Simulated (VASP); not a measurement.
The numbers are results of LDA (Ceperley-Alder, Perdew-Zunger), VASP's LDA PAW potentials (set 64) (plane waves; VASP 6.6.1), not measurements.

Input for VASP

File POSCAR:
```
Ag
1.0
  2.8148244863   0.0000000000   0.0000000000
 -1.4074122432   2.4377094790   0.0000000000
  0.0000000000   0.0000000000   4.6598532883
Ag
2
Cartesian
 -0.0000014074   1.6251404652   1.1649633221
  1.4074136505   0.8125690138   3.4948899662
```

### KPOINTS
```
K-points
0
Gamma
 13 13 7
```

### INCAR
```
! general
SYSTEM =Ag
PREC   =Accurate
ENCUT  =400   ! plane-wave cut-off (eV)
LREAL  =.False.   ! projection in real space or not
LASPH  =.True.

! electronic loop
EDIFF  =1E-8   ! SCF stop (eV)
NELM   =100   ! most electronic steps
ALGO   =Normal   ! blocked Davidson
LMAXMIX=4   ! l cut-off of mixed one-centre charges

! smearing
ISMEAR =1
SIGMA  =0.1

! ions
IBRION =1   ! quasi-Newton
NSW    =30
ISIF   =2   ! forces and stress, cell fixed
EDIFFG =-0.001   ! ionic stop

! output
LWAVE  =.False.
LCHARG =.False.
```

POTCAR, in this order: Ag (LDA.64 set). Program: vasp_std.

The run wrote:

**OSZICAR**
```
       N       E                     dE             d eps       ncg     rms          rms(c)
DAV:   1     0.103653088137E+03    0.10365E+03   -0.10354E+04  2535   0.120E+03
DAV:   2    -0.713103803103E+01   -0.11078E+03   -0.10705E+03  2639   0.271E+02
DAV:   3    -0.822658424712E+01   -0.10955E+01   -0.10945E+01  3241   0.327E+01
DAV:   4    -0.822918320512E+01   -0.25990E-02   -0.25989E-02  2933   0.146E+00
DAV:   5    -0.822920420963E+01   -0.21005E-04   -0.21005E-04  3269   0.136E-01    0.918E+00
DAV:   6    -0.759871080734E+01    0.63049E+00   -0.18545E+00  2646   0.157E+01    0.559E+00
DAV:   7    -0.757097588510E+01    0.27735E-01   -0.21621E-02  2982   0.141E+00    0.293E+00
DAV:   8    -0.756157833440E+01    0.93976E-02   -0.16351E-03  2842   0.446E-01    0.142E-01
DAV:   9    -0.756160186960E+01   -0.23535E-04   -0.21632E-05  3304   0.454E-02    0.141E-02
DAV:  10    -0.756160385553E+01   -0.19859E-05   -0.31412E-06  2933   0.195E-02    0.777E-03
DAV:  11    -0.756160392527E+01   -0.69738E-07   -0.46660E-08  3300   0.157E-03    0.103E-03
DAV:  12    -0.756160393234E+01   -0.70781E-08   -0.96920E-10  1897   0.310E-04
   1 F= -.75616039E+01 E0= -.75614678E+01  d E =-.756160E+01
```

OUTCAR:
```
------------------------ aborting loop because EDIFF is reached ----------------------------------------
  FORCE on cell =-STRESS in cart. coord.  units (eV):
  Direction    XX          YY          ZZ          XY          YZ          ZX
  --------------------------------------------------------------------------------------
  Total       -0.0056258     -0.0056258      0.0084503      0.0000000      0.0000000      0.0000000
  in kB       -0.2818987     -0.2818987      0.4234268      0.0000000      0.0000000      0.0000000
  external PRESSURE =      -0.0467902 kB  Pullay stress =       0.0000000 kB
  volume of cell :       31.97
      direct lattice vectors                 reciprocal lattice vectors
     2.814824486  0.000000000  0.000000000     0.355261937  0.205110578  0.000000000
    -1.407412243  2.437709479  0.000000000     0.000000000  0.410221156  0.000000000
     0.000000000  0.000000000  4.659853288     0.000000000  0.000000000  0.214599031
 POSITION                                       TOTAL-FORCE (eV/Angst)
 -----------------------------------------------------------------------------------
     -0.00000      1.62514      1.16496        -0.000000      0.000000      0.000000
      1.40741      0.81257      3.49489         0.000000     -0.000000      0.000000
 -----------------------------------------------------------------------------------
    total drift:                               -0.000149      0.000074     -0.000014
  FREE ENERGIE OF THE ION-ELECTRON SYSTEM (eV)
  ---------------------------------------------------
  free  energy   TOTEN  =        -7.5616039323 eV

  energy  without entropy=       -7.5611955656  energy(sigma->0) =       -7.56146781

 reached required accuracy - stopping structural energy minimisation
```
(Selected blocks of OUTCAR.)

The structure comes from a computed database's Ag entry (P6_3/mmc); how it stands against other phases isn't given here. It was relaxed first, which changed the volume by -8 %. The start is the result of an earlier pass.
